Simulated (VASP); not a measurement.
OSZICAR of a VASP run on SiC (zinc blende):

**OSZICAR**
```
       N       E                     dE             d eps       ncg     rms          rms(c)
DAV:   1     0.644517868374E+01    0.64452E+01   -0.41084E+03  1200   0.841E+02
DAV:   2    -0.147492854767E+02   -0.21194E+02   -0.20593E+02  1712   0.109E+02
DAV:   3    -0.151149553966E+02   -0.36567E+00   -0.36567E+00  1304   0.176E+01
DAV:   4    -0.151162488545E+02   -0.12935E-02   -0.12935E-02  1840   0.112E+00
DAV:   5    -0.151162493575E+02   -0.50306E-06   -0.50306E-06  1312   0.161E-02    0.854E+00
DAV:   6    -0.132885136997E+02    0.18277E+01   -0.80346E+00  1264   0.160E+01    0.363E+00
DAV:   7    -0.132418203818E+02    0.46693E-01   -0.32492E-01  1784   0.408E+00    0.173E+00
DAV:   8    -0.132339846806E+02    0.78357E-02   -0.22254E-02  1256   0.133E+00    0.159E-01
DAV:   9    -0.132341823745E+02   -0.19769E-03   -0.70314E-04  1760   0.232E-01    0.981E-02
DAV:  10    -0.132342540350E+02   -0.71661E-04   -0.19666E-04  1440   0.109E-01    0.228E-02
DAV:  11    -0.132342534980E+02    0.53698E-06   -0.28125E-05  1384   0.337E-02    0.100E-02
DAV:  12    -0.132342538299E+02   -0.33185E-06   -0.11327E-06  1440   0.844E-03    0.180E-03
DAV:  13    -0.132342538709E+02   -0.41029E-07   -0.43752E-08   888   0.197E-03
   1 F= -.13234254E+02 E0= -.13234254E+02  d E =0.000000E+00
```

**Question.** Which electronic solver shows in the log?

**Answer.** It is blocked Davidson (ALGO = Normal, or the opening steps of other solvers). The INCAR had ALGO = Normal.

**Question.** Can the final energy be trusted as converged?

**Answer.** The calculation finished and met its thresholds. It stopped with EDIFF = 1E-7, NELM = 100 (rev-vdW-DF2, plane waves, VASP's PBE PAW potentials (set 64)).

The compound is SiC in the zinc blende structure. It was relaxed first.
